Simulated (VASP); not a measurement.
All values below come from HSE06 screened hybrid, VASP's PBE PAW potentials (set 64) (plane waves; VASP 6.6.1).

VASP ran on this input.

### POSCAR
```
C35Si37
1
    4.6409808260    -8.0384148411     0.0000000000
    4.6409808260     8.0384148411     0.0000000000
    0.0000000000     0.0000000000    10.1276834096
Si C
37 35
Direct
  0.9994502253   0.9998009497   0.9995241884
  0.9996784165   0.9990998312   0.5009557819
  0.2212905526   0.1108284448   0.7515556143
  0.1074136410   0.2200439798   0.2477260168
  0.9995367470   0.3324559746   0.9994836836
  0.9998394687   0.3331101768   0.5009643348
  0.2213447737   0.4431468510   0.7515551706
  0.1107308750   0.5548207871   0.2509511039
  0.9997504721   0.6662556300   0.0002604518
  0.9996330090   0.6661095543   0.5009069859
  0.2216584862   0.7771578946   0.7503167265
  0.1106869379   0.8885684490   0.2509584539
  0.3330155433   0.9995766251   0.0002318372
  0.3328690644   0.9992881774   0.5008895217
  0.5557293838   0.1106206901   0.7515396425
  0.4435265395   0.2204155636   0.2504917483
  0.3300030012   0.3313795170   0.0050060169
  0.3047077203   0.3185622162   0.4908413544
  0.5550972433   0.4437161201   0.7777679590
  0.4435290671   0.5557906912   0.2505409828
  0.5551354865   0.4432764691   0.5621762222
  0.3330106523   0.6663370391   0.0002689254
  0.3328980840   0.6660869172   0.5009042142
  0.5557065100   0.7773589920   0.7515639325
  0.4445002210   0.8886197270   0.2509251034
  0.6668962862   0.9997459547   0.9994668761
  0.6658435208   0.9988652605   0.5009654646
  0.8883908826   0.1104469824   0.7509009907
  0.7793376128   0.2198547348   0.2476850574
  0.6679164300   0.3312374338   0.0049930150
  0.6804356096   0.3182043723   0.4907173882
  0.8880388815   0.4430516361   0.7515392323
  0.7788344887   0.5556022034   0.2505136894
  0.6677930896   0.6691489403   0.0050294996
  0.6801977567   0.6937852653   0.4908132818
  0.8879797232   0.7774548716   0.7515753260
  0.7792891868   0.8918104283   0.2477120387
  0.9994258189   0.9994167155   0.8127384081
  0.9996247125   0.9996472530   0.3129796629
  0.2163221023   0.1050616834   0.5621015146
  0.1077048807   0.2202242777   0.0613865635
  0.9994694789   0.3325726292   0.8126993101
  0.9996827186   0.3326473720   0.3129789715
  0.2164764235   0.4437808857   0.5621075023
  0.1107291369   0.5549409716   0.0614381609
  0.9992242611   0.6658958543   0.8123447732
  0.9998696679   0.6662518730   0.3134658224
  0.2217684861   0.7771545271   0.5617222630
  0.1107134901   0.8885634031   0.0614319797
  0.3329285628   0.9996326151   0.8123101520
  0.3329867974   0.9994170546   0.3134524355
  0.5551141193   0.1047989858   0.5621047986
  0.4439238266   0.2212774163   0.0625106608
  0.3281972495   0.3304188585   0.8204130933
  0.3280778674   0.3303708142   0.3059596290
  0.4438045248   0.5554138199   0.0625525549
  0.3329220249   0.6659646259   0.8123551305
  0.3330077765   0.6663462844   0.3134586872
  0.5551153366   0.7821528363   0.5620998725
  0.4443985344   0.8886477043   0.0614027031
  0.6663045496   0.9993201110   0.8126706596
  0.6666562220   0.9995187317   0.3129711473
  0.8884398804   0.1104434641   0.5615518654
  0.7791490805   0.2201284232   0.0613446923
  0.6685354589   0.3302120313   0.8204064710
  0.6689699597   0.3301428961   0.3058668085
  0.8938324806   0.4437571736   0.5620922094
  0.7780312421   0.5552956802   0.0625097402
  0.6684783776   0.6706315241   0.8204593769
  0.6689267721   0.6711108810   0.3059371894
  0.8936545533   0.7823906423   0.5621191009
  0.7790370357   0.8914736293   0.0613772572
```

### INCAR
```
AEXX  =  0.25
ALGO  =  Normal
EDIFF  =  1E-5
ENCUT  =  400
GGA  =  PE
HFSCREEN  =  0.2
ISIF  =  0
ISMEAR  =  0
ISYM  =  0
LASPH  =  .TRUE.
LCHARG  =  .FALSE.
LHFCALC  =  .TRUE.
LREAL  =  Auto
LWAVE  =  .FALSE.
NELM  =  50
NELMIN  =  4
PREC  =  Normal
PRECFOCK  =  Fast
SIGMA  =  0.05
SYSTEM  =  C35Si37
```

### KPOINTS
```
K-points
0
gamma
  1 1 1
```

POTCAR, in this order: Si C (PBE.64 set). Program: vasp_gam. Read from the step before: WAVECAR.

Question: What will the output report for the number of irreducible k-points (NKPTS), largest plane-wave count, FFT grid (NGX, NGY, NGZ)?

Answer: 
```json
{
 "number of irreducible k-points (NKPTS)": "1",
 "largest_plane_wave_count": "6857",
 "FFT grid (NGX, NGY, NGZ)": "48 × 48 × 50"
}
```

The cell is a supercell with a defect, built from SiC (4h): Si_C. The cell's shape comes from a PBE relaxation. The run is not spin-polarised, so no state with unpaired spins was tried.
